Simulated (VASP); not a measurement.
A run of VASP 6.6.1 is set up as follows.

File INCAR:

```
ALGO     = Fast           # electronic algorithm
EDIFF    = 1E-7           # SCF threshold, eV
ENCUT    = 520            # plane-wave cutoff, eV
GGA      = PS             # functional
ISIF     = 2              # what is computed and relaxed
ISMEAR   = 0              # smearing method
LASPH    = T              # aspherical terms in the spheres
LCHARG   = T              # write CHGCAR
LELF     = T              # ELF
LREAL    = F              # projectors in reciprocal space
LVHAR    = T            
LWAVE    = F              # write WAVECAR
NBANDS   = 33             # bands
NELM     = 100            # most SCF steps
PREC     = Accurate       # precision mode
SIGMA    = 0.05           # smearing width, eV
```

KPOINTS

```
k-points
0
Gamma
  9 9 4
```

The input POSCAR:

```
ZnPb2N2
1.0
    3.6736464919      0.0000000000      0.0000000000
   -1.8368232460      3.1814711865      0.0000000000
    0.0000000000      0.0000000000      9.2671568129
Zn Pb N
1 2 2
Direct
    0.0000000000      0.0000000000      0.5000000000
    0.6666666667      0.3333333333      0.1869330000
    0.3333333333      0.6666666667      0.8130670000
    0.0000000000      0.0000000000      0.6983190000
    0.0000000000      0.0000000000      0.3016810000
```

Potentials or basis: VASP PAW PBE potentials, release 64 (Zn, Pb_d, N).

The run is started by

```console
$ cat potpaw_PBE.64/Zn/POTCAR potpaw_PBE.64/Pb_d/POTCAR potpaw_PBE.64/N/POTCAR > POTCAR
$ mpirun -np 1 vasp_std > vasp.out
```

What does it give for the largest force?

0.222 eV/Å.

What does it give for the pressure?

-3.3 GPa.

Estimate the band gap on the k mesh.

0.65 eV, indirect (least direct gap 1.33 eV).

Stress tensor (GPa, compression positive):
```
-3.08  0.00  0.00
 0.00 -3.08  0.00
 0.00  0.00 -3.88
```

Caveat: the PAW data sets were made with another functional, which shifts forces and pressure a little; spin-orbit coupling is left out, which as a rule narrows the gap of such compounds by several tenths of an eV; an odd mesh through Γ misses points on the zone boundary, where band edges often lie.
